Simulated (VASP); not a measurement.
VASP runs on Li$_{2}$Se (antifluorite) share one base input (PBE GGA, plane waves, VASP's PBE PAW potentials (set 64)) and change the settings named in each case.

File POSCAR:
```
Li2Se
1.0
  0.0000000000   3.0000000000   3.0000000000
  3.0000000000   0.0000000000   3.0000000000
  3.0000000000   3.0000000000   0.0000000000
Li Se
2 1
Cartesian
  1.5000000000   1.5000000000   1.5000000000
  4.5000000000   4.5000000000   4.5000000000
  0.0000000000   0.0000000000   0.0000000000
```

**INCAR**
```
# general
SYSTEM  = Li2Se
PREC    = Accurate
ENCUT   = 520
LREAL   = .FALSE.
LASPH   = .TRUE.

# electronic loop
EDIFF   = 1E-6
NELM    = 100
ALGO    = Normal
LMAXMIX = 4

# smearing
ISMEAR  = 0
SIGMA   = 0.05

# functional
GGA     = PE

# ions
ISIF    = 2

# output
LWAVE   = .FALSE.
LCHARG  = .FALSE.
```

File KPOINTS:
```
Automatic mesh
0
Gamma
7 7 7
0 0 0
```

POTCAR, in this order: Li_sv Se (PBE.64 set). Program: vasp_std.

```
change        pressure (GPa)  electronic steps
------------  --------------  ----------------
base run                0.09                13
EDIFF = 1E-2            0.72                 8
EDIFF = 1E-3            0.20                 9
EDIFF = 1E-4            0.09                11
EDIFF = 1E-5            0.09                11
EDIFF = 1E-8            0.09                16
```

Left out are runs that ran out of time, are held back, or changed the cell or the kind of run, fixed moments of cells without a moment, rows past the twelfth, gaps on odd meshes, pressures of charged cells and columns that move by less than the noise.

The compound is Li2Se in the antifluorite structure. The cell was not relaxed at this level.
